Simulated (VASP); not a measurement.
Input:

```yaml
crystal:
  lattice:
    - [0.00000, 3.11927, 3.11927]
    - [3.11927, 0.00000, 3.11927]
    - [3.11927, 3.11927, 0.00000]
  atoms:
    - { symbol: In, position: [0.00000, 0.00000, 0.00000] }
    - { symbol: As, position: [0.25000, 0.25000, 0.25000] }
```

All values below come from revPBE GGA, VASP's PBE PAW potentials (set 64) (plane waves; VASP). Settings: 520 eV cut-off, 10×10×10 Γ-centred mesh, first-order Methfessel-Paxton smearing of 0.10 eV, potentials In_d As.

### Question
Give the energy at these volumes per atom, relative to the lowest: 28.52, 29.43, 30.34, 31.25, 32.16 Å³.

### Answer
17.5, 4.1, 0.0, 3.5, 13.5 meV/atom. A third-order Birch-Murnaghan fit gives B0 = 44.8 GPa and B0′ = 4.9.

Measured: bulk modulus 58.6 GPa at 0 K (computed value off by -23.5 %), as given by Daniel Mejia-Rodriguez et al., Physical Review B (2018), arXiv:1807.09216 [0 K value with the zero-point phonon effect removed]; a 6.047 Å at 0 K (computed value off by +3.2 %), as given by Daniel Mejia-Rodriguez et al., Physical Review B (2018), arXiv:1807.09216 [static lattice: zero-point anharmonic expansion removed].

The compound is InAs in the zinc blende structure. It was relaxed first, which changed the volume by +9 %.
